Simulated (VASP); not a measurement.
**A point defect in a supercell of NbSi2**

Aim: the formation energy and local structure of a point defect in NbSi2. The start is a cell from a database of measured crystal structures.

Main program and level: VASP 6.6.1; r2SCAN; plane waves and PAW (Nb_pv, Si), in the first sound run; inputs show where later runs differ.

## 1. The host crystal

The structure is hexagonal, space group P6_222 (No. 180). The conventional cell has a = 4.819 Å, b = 4.819 Å, c = 6.592 Å, α = 90.00°, β = 90.00°, γ = 120.00°. Nb has 10 Si at 2.62 to 2.84 Å nearest. Nearest to Si lie 5 Si at 2.57 to 2.84 Å and 5 Nb at 2.62 to 2.84 Å. Farther neighbours are not listed.

As a file:

```xyz
9
Lattice="4.8190 0.0000 0.0000 -2.4095 4.1734 0.0000 0.0000 0.0000 6.5920" Properties=species:S:1:pos:R:3 pbc="T T T"
Nb   -1.2047    2.0867    1.0987
Nb    1.2047    2.0867    5.4933
Nb    2.4095    0.0000    3.2960
Si    1.1558    0.6673    1.0987
Si   -1.2537    3.5061    5.4933
Si    2.4095    2.8387    3.2960
Si    1.2537    3.5061    1.0987
Si    3.6632    0.6673    5.4933
Si    0.0000    1.3346    3.2960
```

## 2. Relaxing the host crystal

Cell and atoms are relaxed first, so that later runs start from this functional's own cell.

Input file INCAR:

```
SYSTEM = NbSi2
PREC = Normal
ENCUT = 400
EDIFF = 1E-05
NELM = 120
ISMEAR = 0
SIGMA = 0.05
LREAL = Auto
ALGO = Normal
METAGGA = R2SCAN
LASPH = .TRUE.
NBANDS = 37
LORBIT = 11
LWAVE = .FALSE.
LCHARG = .FALSE.
KPAR = 4
IBRION = 2
NSW = 40
ISIF = 3
EDIFFG = -0.03
POTIM = 0.4
```

Input file POSCAR:

```
NbSi2
1.0
    4.8190000000      0.0000000000      0.0000000000
   -2.4095000000      4.1733764208      0.0000000000
    0.0000000000      0.0000000000      6.5920000000
Nb Si
3 6
Direct
    0.0000000000      0.5000000000      0.1666666667
    0.5000000000      0.5000000000      0.8333333333
    0.5000000000      0.0000000000      0.5000000000
    0.3198000000      0.1599000000      0.1666666667
    0.1599000000      0.8401000000      0.8333333333
    0.8401000000      0.6802000000      0.5000000000
    0.6802000000      0.8401000000      0.1666666667
    0.8401000000      0.1599000000      0.8333333333
    0.1599000000      0.3198000000      0.5000000000
```

Input file KPOINTS:

```
Automatic mesh
0
Gamma
4 4 3
0 0 0
```

PAW data sets: Nb_pv and Si (PBE family, release 64).

Run with:

```sh
> mpirun -np 4 vasp_std
```

Output:

```text
[banner, memory and clock lines left out]
running    4 mpi-ranks, on    1 nodes
 distrk:  each k-point on    1 cores,    4 groups
 distr:  one band on    1 cores,    1 groups

 POSCAR found type information on POSCAR NbSi
 POSCAR found :  2 types and       9 ions
|                                                                             |
|               ----> ADVICE to this user running VASP <----                  |
|                                                                             |
|     You enforced a specific xc type in the INCAR file but a different       |
|     [... a line on the potential file left out ...]
|     I HOPE YOU KNOW WHAT YOU ARE DOING!                                     |
|                                                                             |

 LDA part: xc-table for (None), standard interpolation
 POSCAR, INCAR and KPOINTS ok, starting setup
 FFT: planning ... GRIDC
 FFT: planning ... GRID_SOFT
 FFT: planning ... GRID
 WAVECAR not read
 entering main loop
       N       E                     dE             d eps       ncg     rms          rms(c)
DAV:   1     0.411171278244E+03    0.41117E+03   -0.23013E+04   592   0.126E+03
DAV:   2    -0.104334012786E+03   -0.51551E+03   -0.50155E+03   698   0.567E+02
DAV:   3    -0.142959513444E+03   -0.38626E+02   -0.37122E+02   931   0.126E+02
DAV:   4    -0.144467141542E+03   -0.15076E+01   -0.14828E+01   944   0.263E+01
DAV:   5    -0.144497370396E+03   -0.30229E-01   -0.30092E-01   984   0.407E+00    0.549E+01
DAV:   6    -0.131505649836E+03    0.12992E+02   -0.12995E+01   915   0.329E+01    0.174E+01
DAV:   7    -0.131459361017E+03    0.46289E-01   -0.61497E-01   872   0.554E+00    0.793E+00
DAV:   8    -0.131464539457E+03   -0.51784E-02   -0.94897E-02   904   0.272E+00    0.112E+00
DAV:   9    -0.131465786718E+03   -0.12473E-02   -0.68852E-03   888   0.522E-01    0.315E-01
DAV:  10    -0.131466411425E+03   -0.62471E-03   -0.20631E-03   800   0.272E-01    0.115E-01
DAV:  11    -0.131466430752E+03   -0.19327E-04   -0.11831E-04   856   0.789E-02    0.647E-02
DAV:  12    -0.131466454387E+03   -0.23635E-04   -0.47113E-05   688   0.522E-02    0.223E-02
DAV:  13    -0.131466457200E+03   -0.28127E-05   -0.45382E-06   464   0.208E-02
   1 F= -.13146646E+03 E0= -.13146113E+03  d E =-.131466E+03
 curvature:   0.00 expect dE= 0.000E+00 dE for cont linesearch  0.000E+00
 trial: gam= 0.00000 g(F)=  0.104E-01 g(S)=  0.115E-01 ort = 0.000E+00 (trialstep = 0.100E+01)
 search vector abs. value=  0.219E-01
 bond charge predicted
       N       E                     dE             d eps       ncg     rms          rms(c)
DAV:   1    -0.131499038892E+03   -0.32585E-01   -0.92792E-01   688   0.664E+00    0.248E+00
DAV:   2    -0.131480728644E+03    0.18310E-01   -0.90442E-02   872   0.312E+00    0.412E-01
DAV:   3    -0.131478037259E+03    0.26914E-02   -0.80791E-03   936   0.672E-01    0.235E-01
DAV:   4    -0.131477338531E+03    0.69873E-03   -0.29889E-03   920   0.254E-01    0.698E-02
DAV:   5    -0.131477252187E+03    0.86344E-04   -0.35231E-04   928   0.176E-01    0.110E-01
DAV:   6    -0.131477249587E+03    0.26002E-05   -0.13402E-05   488   0.338E-02
   2 F= -.13147725E+03 E0= -.13147232E+03  d E =-.107924E-01
[...]
3 F= -.13147721E+03 E0= -.13147229E+03  d E =-.107544E-01
[...]
4 F= -.13147947E+03 E0= -.13147452E+03  d E =-.225517E-02
[...]
5 F= -.13147957E+03 E0= -.13147464E+03  d E =-.236322E-02
 curvature:  -0.58 expect dE=-0.858E-03 dE for cont linesearch -0.187E-05
 trial: gam= 0.15168 g(F)=  0.446E-04 g(S)=  0.143E-02 ort =-0.159E-03 (trialstep = 0.971E+00)
 search vector abs. value=  0.161E-02
 bond charge predicted
       N       E                     dE             d eps       ncg     rms          rms(c)
DAV:   1    -0.131481322165E+03   -0.17457E-02   -0.66027E-02   706   0.149E+00    0.279E-01
DAV:   2    -0.131480599614E+03    0.72255E-03   -0.30232E-03   920   0.506E-01    0.103E-01
DAV:   3    -0.131480392760E+03    0.20685E-03   -0.26292E-04   872   0.114E-01    0.417E-02
DAV:   4    -0.131480367299E+03    0.25461E-04   -0.97243E-05   832   0.635E-02    0.124E-02
DAV:   5    -0.131480368182E+03   -0.88340E-06   -0.67821E-06   440   0.244E-02
   6 F= -.13148037E+03 E0= -.13147507E+03  d E =-.793340E-03
 trial-energy change:   -0.000793  1 .order   -0.000807   -0.001412   -0.000202
 step:   1.1333(harm=  1.1333)  dis= 0.00168  next Energy=  -131.480399 (dE=-0.824E-03)
 reached required accuracy - stopping structural energy minimisation
```

Run time: 71 s. Hardware: 4 MPI ranks of AMD EPYC 7R43, shared host; peak memory 0.53 GiB.

The logs omit lines about the potential files and the build; timing stands in the text.

OUTCAR, selected parts (step 2):

```text
ion  position               nearest neighbor table
   1  0.000  0.500  0.167-   6 2.62   9 2.62   8 2.62   5 2.62   4 2.75   7 2.75   7 2.75   4 2.75
                             7 2.84   4 2.84   3 3.26   3 3.26   2 3.26   2 3.26
   2  0.500  0.500  0.833-   6 2.62   9 2.62   7 2.62   4 2.62   8 2.75   5 2.75   5 2.75   8 2.75
                             8 2.84   5 2.84   3 3.26   3 3.26   1 3.26   1 3.26
   3  0.500  0.000  0.500-   4 2.62   5 2.62   7 2.62   8 2.62   9 2.75   6 2.75   9 2.75   6 2.75
                             9 2.84   6 2.84   2 3.26   1 3.26   2 3.26   1 3.26
   4  0.320  0.160  0.167-   9 2.57   5 2.57   3 2.62   2 2.62   7 2.67   1 2.75   1 2.75   1 2.84
                             7 2.84   7 2.84
   5  0.160  0.840  0.833-   6 2.57   4 2.57   3 2.62   1 2.62   8 2.67   2 2.75   2 2.75   2 2.84
                             8 2.84   8 2.84
   6  0.840  0.680  0.500-   5 2.57   7 2.57   2 2.62   1 2.62   9 2.67   3 2.75   3 2.75   3 2.84
                             9 2.84   9 2.84
   7  0.680  0.840  0.167-   6 2.57   8 2.57   3 2.62   2 2.62   4 2.67   1 2.75   1 2.75   1 2.84
                             4 2.84   4 2.84
   8  0.840  0.160  0.833-   9 2.57   7 2.57   3 2.62   1 2.62   5 2.67   2 2.75   2 2.75   2 2.84
                             5 2.84   5 2.84
   9  0.160  0.320  0.500-   4 2.57   8 2.57   2 2.62   1 2.62   6 2.67   3 2.75   3 2.75   3 2.84
                             6 2.84   6 2.84

  LATTYP: Found a hexagonal cell.
 ALAT       =     4.8190000000
 C/A-ratio  =     1.3679186553

 Subroutine GETGRP returns: Found 12 space group operations
 (whereof  4 operations were pure point group operations)

The static configuration has the point symmetry D_2 .
 The point group associated with its full space group is D_6 .

 Found      8 irreducible k-points:

   k-points           NKPTS =      8   k-points in BZ     NKDIM =      8   number of bands    NBANDS=     37

   dimension x,y,z NGX =    24 NGY =   24 NGZ =   32
   dimension x,y,z NGXF=    48 NGYF=   48 NGZF=   64

   ENCUT  =  400.0 eV  29.40 Ry    5.42 a.u.   7.86  7.86 10.75*2*pi/ulx,y,z

   NELECT =      57.0000    total number of electrons

 k-points in reciprocal lattice and weights: Automatic mesh
   0.00000000  0.00000000  0.00000000       0.021
   0.25000000 -0.00000000  0.00000000       0.125
   0.50000000 -0.00000000  0.00000000       0.062
   0.25000000  0.25000000  0.00000000       0.125
   0.00000000  0.00000000  0.33333333       0.042
   0.25000000 -0.00000000  0.33333333       0.250
   0.50000000 -0.00000000  0.33333333       0.125
   0.25000000  0.25000000  0.33333333       0.250

 average (electrostatic) potential at core
       1 -36.0821       2 -36.0821       3 -36.0821       4 -83.6558       5 -83.6558
       6 -83.6562       7 -83.6558       8 -83.6558       9 -83.6562

 E-fermi :   8.9981

 k-point     1 :       0.0000    0.0000    0.0000
  band No.  band energies     occupation
    ...
     25       6.4999      2.00000
     26       6.4999      2.00000
     27       6.7843      2.00000
     28       6.7843      2.00000
     29       7.6754      2.00000
     30       9.7519      0.00000
     31      12.2171      0.00000
     32      12.4142      0.00000
     33      12.4452      0.00000
     34      12.4452      0.00000
    ...

 k-point     2 :       0.2500   -0.0000    0.0000
  band No.  band energies     occupation
    ...
     25       6.8846      2.00000
     26       7.0805      2.00000
     27       7.1876      2.00000
     28       7.4861      2.00000
     29       7.5125      2.00000
     30       9.2820      0.00000
     31      10.7961      0.00000
     32      11.0107      0.00000
     33      11.4484      0.00000
     34      11.7526      0.00000
    ...

 k-point     3 :       0.5000   -0.0000    0.0000
  band No.  band energies     occupation
    ...
     25       6.8050      2.00000
     26       7.7697      2.00000
     27       8.1234      2.00000
     28       8.7197      2.00000
     29       8.7947      2.00000
     30       9.6739      0.00000
     31      10.1514      0.00000
     32      10.5185      0.00000
     33      10.9980      0.00000
     34      11.0605      0.00000
    ...

  Total        0.0016045      0.0016045     -0.0964183      0.0000000      0.0000000      0.0000000
  in kB        0.0194956      0.0194956     -1.1715275      0.0000000      0.0000000      0.0000000
  external PRESSURE =      -0.3775121 kB  Pullay stress =       0.0000000 kB

  energy-cutoff  :      400.00
  volume of cell :      131.86
      direct lattice vectors                 reciprocal lattice vectors
     4.803690985  0.000000000 -0.000000000     0.208173257  0.120188886  0.000000000
    -2.401845493  4.160118425 -0.000000000    -0.000000000  0.240377772  0.000000000
    -0.000000000 -0.000000000  6.598369455     0.000000000  0.000000000  0.151552593

 POSITION                                       TOTAL-FORCE (eV/Angst)
 -----------------------------------------------------------------------------------
     -1.20092      2.08006      1.09973        -0.000000     -0.000000      0.000000
      1.20092      2.08006      5.49864        -0.000000      0.000000      0.000000
      2.40185      0.00000      3.29918        -0.000000      0.000000      0.000000
      1.13916      0.65769      1.09973        -0.004983     -0.002877      0.000000
     -1.26269      3.50243      5.49864        -0.004983      0.002877     -0.000000
      2.40185      2.84473      3.29918        -0.000000      0.005754      0.000000
      1.26269      3.50243      1.09973         0.004983      0.002877      0.000000
      3.66453      0.65769      5.49864         0.004983     -0.002877     -0.000000
     -0.00000      1.31539      3.29918        -0.000000     -0.005754      0.000000
 -----------------------------------------------------------------------------------
    total drift:                               -0.000001     -0.000000     -0.000002

  FREE ENERGIE OF THE ION-ELECTRON SYSTEM (eV)
  ---------------------------------------------------
  free  energy   TOTEN  =      -131.4803681824 eV

  energy  without entropy=     -131.4697679078  energy(sigma->0) =     -131.47506805

 reached required accuracy - stopping structural energy minimisation

 total charge
# of ion       s       p       d       tot
------------------------------------------
    1        0.330   6.389   3.282  10.001
    2        0.330   6.389   3.282  10.001
    3        0.330   6.389   3.282  10.001
    4        0.748   0.884   0.000   1.632
    5        0.748   0.884   0.000   1.632
    6        0.748   0.884   0.000   1.632
    7        0.748   0.884   0.000   1.632
    8        0.748   0.884   0.000   1.632
    9        0.748   0.884   0.000   1.632
--------------------------------------------------
tot          5.478  24.470   9.846  39.793

[... 3 further parts left out ...]
```

This run has no spin polarisation. Its electron count is odd, so without a moment it is a metal by construction. The k-mesh is coarse for a metal. The PAW data sets were made with PBE, which is usual practice but a small mismatch for other functionals. The run keeps the 12 symmetry operations of its start, so it cannot find a distortion of lower symmetry.

Relaxation path:

| step | energy less that of the first step (eV) | largest force (eV/Å) | pressure (GPa) | volume (Å³) |
| --- | --- | --- | --- | --- |
| 1 | 0.0000 | 0.2116 | -0.89 | 132.58 |
| 2 | -0.0108 | 0.0920 | 0.51 | 131.32 |
| 3 | -0.0108 | 0.0882 | 0.71 | 131.29 |
| 4 | -0.0130 | 0.0012 | -0.05 | 131.85 |
| 5 | -0.0131 | 0.0139 | 0.02 | 131.75 |
| 6 | -0.0139 | 0.0058 | -0.04 | 131.86 |

| conventional cell, symmetrised | before | after | change |
| --- | --- | --- | --- |
| a (Å) | 4.819 | 4.804 | -0.3 % |
| b (Å) | 4.819 | 4.804 | -0.3 % |
| c (Å) | 6.592 | 6.598 | +0.1 % |
| volume (Å³/atom) | 14.73 | 14.65 | -0.5 % |

The atoms that moved most (Å, as changes of fractional coordinates times the final cell):

| atom | dx | dy | dz | length |
| --- | --- | --- | --- | --- |
| Si7 | 0.013 | 0.008 | 0.000 | 0.015 |
| Si4 | -0.013 | -0.008 | 0.000 | 0.015 |
| Si6 | 0.000 | 0.015 | 0.000 | 0.015 |
| Si9 | 0.000 | -0.015 | 0.000 | 0.015 |
| Si8 | 0.013 | -0.008 | 0.000 | 0.015 |
| Si5 | -0.013 | 0.008 | 0.000 | 0.015 |

The relaxed structure:

```xyz
9
Lattice="4.8037 0.0000 0.0000 -2.4018 4.1601 0.0000 0.0000 0.0000 6.5984" Properties=species:S:1:pos:R:3 pbc="T T T"
Nb   -1.2009    2.0801    1.0997
Nb    1.2009    2.0801    5.4986
Nb    2.4018    0.0000    3.2992
Si    1.1392    0.6577    1.0997
Si   -1.2627    3.5024    5.4986
Si    2.4018    2.8447    3.2992
Si    1.2627    3.5024    1.0997
Si    3.6645    0.6577    5.4986
Si    0.0000    1.3154    3.2992
```

This step gave:

| Property | Result |
| --- | --- |
| electronic cycles | 36 |
| electrons | 57 |
| free energy (TOTEN) | -131.4804 eV |
| energy at zero smearing | -131.4751 eV |
| Fermi energy | 8.998 eV |
| labelled metallic, from the levels on this mesh | yes |

The run ended after 6 ionic steps, 0.014 eV below its first step, once forces and stress met EDIFFG = -0.03.

(Continued in part 2 of 4.)

[Lines on the potential files, build, host, timing and source positions are cut from VASP's logs without a mark.]

[Logs are printed without paths, hosts, clocks, repeated set-up lines and the standing remarks that a program may print on its own settings, such as how far it seeks lower states.]

[Hosts, paths, dates, database ids (printed as entryN), source tags and the programs' standing remarks are cut or masked in the printed files.]

[In band tables of VASP the shares of atoms and orbitals are scaled to a sum of 1 inside the atoms' spheres.]

[Runs that stopped without an error message from VASP are left out.]
